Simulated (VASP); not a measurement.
Output of a VASP run:

OUTCAR:
```
 ion  position               nearest neighbor table
   1  0.000  0.000  0.000-   3 2.90   2 2.94   2 2.94   2 2.95   3 2.95   3 2.99
   2  0.333  0.667  0.242-   1 2.94   1 2.94   1 2.95
   3  0.682  0.349  0.758-   1 2.90   1 2.95   1 2.99
  LATTYP: Found a base centered orthorhombic cell.
 ALAT       =     4.2321940000
 B/A-ratio  =     1.7402775015
 C/A-ratio  =     1.5995129240
 Subroutine PRICEL returns:
 Original cell was already a primitive cell.
 Subroutine GETGRP returns: Found  1 space group operations
The static configuration has the point symmetry C_1 .
The dynamic configuration has the point symmetry C_1 .
 Subroutine INISYM returns: Found  1 space group operations
 Subroutine IBZKPT returns following result:
 Found     98 irreducible k-points:

 Following reciprocal coordinates:
            Coordinates               Weight
  0.000000  0.000000  0.125000      2.000000
  0.142857  0.000000  0.125000      2.000000
 -0.142857 -0.000000  0.125000      2.000000
  0.000000  0.142857 -0.125000      2.000000
 -0.000000 -0.142857 -0.125000      2.000000
  0.285714  0.000000  0.125000      2.000000
 -0.285714 -0.000000  0.125000      2.000000
  0.000000  0.285714 -0.125000      2.000000
 -0.000000 -0.285714 -0.125000      2.000000
  0.428571  0.000000  0.125000      2.000000
 -0.428571 -0.000000  0.125000      2.000000
  0.000000  0.428571 -0.125000      2.000000
 -0.000000 -0.428571 -0.125000      2.000000
  0.142857  0.142857  0.125000      2.000000
 -0.142857 -0.142857  0.125000      2.000000
  0.285714  0.142857  0.125000      2.000000
 -0.285714 -0.142857  0.125000      2.000000
  0.142857  0.285714 -0.125000      2.000000
 -0.142857 -0.285714 -0.125000      2.000000
  0.428571  0.142857  0.125000      2.000000
 -0.428571 -0.142857  0.125000      2.000000
  0.142857  0.428571 -0.125000      2.000000
 -0.142857 -0.428571 -0.125000      2.000000
 -0.428571  0.142857  0.125000      2.000000
  0.428571 -0.142857  0.125000      2.000000
  0.142857 -0.428571 -0.125000      2.000000
 -0.142857  0.428571 -0.125000      2.000000
 -0.285714  0.142857  0.125000      2.000000
  0.285714 -0.142857  0.125000      2.000000
  0.142857 -0.285714 -0.125000      2.000000
 -0.142857  0.285714 -0.125000      2.000000
 -0.142857  0.142857  0.125000      2.000000
  0.142857 -0.142857  0.125000      2.000000
  0.285714  0.285714  0.125000      2.000000
 -0.285714 -0.285714  0.125000      2.000000
  0.428571  0.285714  0.125000      2.000000
 -0.428571 -0.285714  0.125000      2.000000
  0.285714  0.428571 -0.125000      2.000000
 -0.285714 -0.428571 -0.125000      2.000000
 -0.428571  0.285714  0.125000      2.000000
   k-points           NKPTS =     98   k-points in BZ     NKDIM =     98   number of bands    NBANDS=     12
   number of dos      NEDOS =    301   number of ions     NIONS =      3
   total plane-waves  NPLWV =  37632
   dimension x,y,z NGX =    28 NGY =   28 NGZ =   48
   dimension x,y,z NGXF=    56 NGYF=   56 NGZF=   96
   ions per type =               1   2
   PREC   = accura    normal or accurate (medium, high low for compatibility)
   ISTART =      0    job   : 0-new  1-cont  2-samecut
   ICHARG =      2    charge: 1-file 2-atom 10-const
   ISPIN  =      1    spin polarized calculation?
   LNONCOLLINEAR =      F non collinear calculations
   LSORBIT =      F    spin-orbit coupling
   INIWAV =      1    electr: 0-lowe 1-rand  2-diag
   ENCUT  =  400.0 eV  29.40 Ry    5.42 a.u.   6.93  6.93 11.04*2*pi/ulx,y,z
   NELM   =    100;   NELMIN=  2; NELMDL= -5     # of ELM steps
   EDIFF  = 0.1E-05   stopping-criterion for ELM
   LREAL  =      F    real-space projection
   NLSPLINE    = F    spline interpolate recip. space projectors
   LMAXMIX     =    4 max onsite mixed and CHGCAR
   VOSKOWN=      0    Vosko Wilk Nusair interpolation
   EDIFFG = 0.1E-04   stopping-criterion for IOM
...
```

File OSZICAR:
```
       N       E                     dE             d eps       ncg     rms          rms(c)
DAV:   1     0.707017805280E+02    0.70702E+02   -0.50548E+03  2352   0.838E+02
DAV:   2    -0.250539607575E+01   -0.73207E+02   -0.68053E+02  3436   0.140E+02
DAV:   3    -0.776635585149E+01   -0.52610E+01   -0.52392E+01  2956   0.447E+01
DAV:   4    -0.786333057602E+01   -0.96975E-01   -0.96952E-01  3136   0.769E+00
DAV:   5    -0.786480450287E+01   -0.14739E-02   -0.14739E-02  2972   0.941E-01    0.384E+00
DAV:   6    -0.772377169911E+01    0.14103E+00   -0.16370E-01  2588   0.222E+00    0.267E+00
DAV:   7    -0.769625680915E+01    0.27515E-01   -0.14742E-01  2784   0.216E+00    0.780E-01
DAV:   8    -0.769473639882E+01    0.15204E-02   -0.97807E-03  2720   0.606E-01    0.237E-01
DAV:   9    -0.769489255910E+01   -0.15616E-03   -0.10060E-03  3004   0.232E-01    0.882E-02
DAV:  10    -0.769488129678E+01    0.11262E-04   -0.28112E-05  2852   0.448E-02    0.431E-02
DAV:  11    -0.769488822500E+01   -0.69282E-05   -0.18478E-05  2816   0.324E-02    0.253E-02
DAV:  12    -0.769488903445E+01   -0.80945E-06   -0.94600E-07  2168   0.734E-03
   1 F= -.76948890E+01 E0= -.76948890E+01  d E =-.101705E-11
```

### OUTCAR
```
------------------------ aborting loop because EDIFF is reached ----------------------------------------
  FORCE on cell =-STRESS in cart. coord.  units (eV):
  Direction    XX          YY          ZZ          XY          YZ          ZX
  --------------------------------------------------------------------------------------
  Total       -0.0095754     -0.1057691      0.7947541     -0.0037655      0.0107261      0.1715944
  in kB       -0.1454094     -1.6061877     12.0689747     -0.0571821      0.1628847      2.6057983
  external PRESSURE =       3.4391259 kB  Pullay stress =       0.0000000 kB
  volume of cell :      105.50
      direct lattice vectors                 reciprocal lattice vectors
     2.116097000 -3.682596000  0.000000000     0.236284064 -0.135773786  0.000000000
     2.116097000  3.682596000  0.000000000     0.236284064  0.135773786  0.000000000
     0.000000000  0.000000000  6.769449000     0.000000000  0.000000000  0.147722510
 POSITION                                       TOTAL-FORCE (eV/Angst)
 -----------------------------------------------------------------------------------
      0.00000      0.00000      0.00000         0.074027      0.007669      0.009780
      2.11610      1.22753      1.63821         0.027179     -0.001530     -0.008635
      2.18279     -1.22753      5.13124        -0.101206     -0.006139     -0.001145
 -----------------------------------------------------------------------------------
    total drift:                                0.000034      0.000005      0.000007
  FREE ENERGIE OF THE ION-ELECTRON SYSTEM (eV)
  ---------------------------------------------------
  free  energy   TOTEN  =        -7.6948890344 eV

  energy  without entropy=       -7.6948890344  energy(sigma->0) =       -7.69488903
```
(Selected blocks of OUTCAR.)

### POSCAR
```
MgI2
1
    2.1160970000    -3.6825960000     0.0000000000
    2.1160970000     3.6825960000     0.0000000000
    0.0000000000     0.0000000000     6.7694490000
Mg I
1 2
Direct
  0.0000000000   0.0000000000   0.0000000000
  0.3333330000   0.6666670000   0.2420000000
  0.6824250000   0.3490910000   0.7580000000
```

### Question
Write an INCAR and KPOINTS that could have produced this output.

### Answer
One answer among several that fit: the input of the run itself, PBE GGA, plane waves, VASP's PBE PAW potentials (set 64).

File KPOINTS:
```
Automatic mesh
0
Monkhorst-Pack
7 7 4
0 0 0
```

**INCAR**
```
LWAVE = F
ISMEAR = 0
SYSTEM = MgI2
ALGO = Normal   ! blocked Davidson
LREAL = F
EDIFF = 1E-6   ! SCF stop (eV)
LCHARG = F
GGA = PE   ! PBE
PREC = Accurate
LASPH = T   ! aspherical one-centre terms
NELM = 100   ! most electronic steps
SIGMA = 0.05   ! width (eV)
ISIF = 2
ENCUT = 400   ! plane-wave cut-off (eV)
LMAXMIX = 4
```

POTCAR, in this order: Mg I (PBE.64 set). Program: vasp_std.

The compound is MgI2 in the 1T layered structure. The cell was not relaxed at this level, atoms are displaced from their ideal sites. The run is one of a series of settings (KPOINTS 7×7×4 Monkhorst-Pack mesh against the base run), some of them coarse on purpose.
